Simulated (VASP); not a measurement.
**ZrTiN2 under changes of volume**

One of the cells (11.347 Å³/atom); the others are scaled copies at fixed shape and fractional positions:

```
Zr Ti N
1.0
     3.17966    0.00000    0.00000
     0.00000    3.17966    0.00000
     0.00000    0.00000    4.48920
Zr Ti N
1 1 2
Direct
  0.00000 0.00000 0.00000
  0.50000 0.50000 0.50000
  0.50000 0.50000 0.00000
  0.00000 0.00000 0.50000
```

The cell comes from a database or a generator and needn't be the stable form of this composition.

* Program: VASP 6.6.1
* Functional: PBEsol
* Potentials or basis: VASP PAW PBE potentials, release 64 (Zr_sv, Ti_sv, N)
* Cutoff: 520 eV
* k mesh: 8 × 8 × 6
* Occupations: fermi-dirac, width 0.05 eV
* Spin: no spin polarisation

| volume (Å³/atom) | energy over the lowest point (meV/atom) | pressure (GPa) |
| --- | --- | --- |
| 10.457 | 5.62 | 7.0 |
| 10.679 | 0.00 | 0.9 |
| 10.902 | 2.47 | -4.6 |
| 11.347 | 28.41 | -14.0 |
| 11.569 | 50.45 | -17.9 |
| 11.792 | ? | ? |

Q: What does the run at 11.792 Å³/atom give?

A: Energy over the lowest point 77.71 meV/atom; pressure -21.5 GPa.

Worked out: A Birch-Murnaghan fit of order 3 (a polynomial in V^(-2/3)) to the other rows has its minimum at 10.72 Å³/atom with B0 = V·E''(V) = 275 GPa and B' = 4.2 at fixed shape and positions, which overstates the stiffness. It gives 77.86 meV/atom at 11.792 Å³/atom, against the run's 77.71, and -dE/dV = -21.5 GPa, against -21.5.

Energies are extrapolated to zero smearing.

Caveats: the PAW data sets were made with another functional, which shifts forces and pressure a little.
